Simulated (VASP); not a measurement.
```
CELL_PARAMETERS angstrom
      0.00000     2.83334     2.83334
      2.83334     0.00000     2.83334
      2.83334     2.83334     0.00000
ATOMIC_POSITIONS crystal
  Ag 0.00000 0.00000 0.00000
  Br 0.50000 0.50000 0.50000
```

Calculation: PBEsol GGA, VASP's PBE PAW potentials (set 64) (plane waves; VASP). Settings: 400 eV cut-off, 9×9×9 Γ-centred mesh, tetrahedra with Blöchl corrections, potentials Ag Br.

Q: Estimate the energy per atom (σ→0).

A: 
The energy per atom (σ→0) is -2849 meV/atom.

The compound is AgBr in the rock salt structure. It was relaxed first, which changed the volume by -5 %.
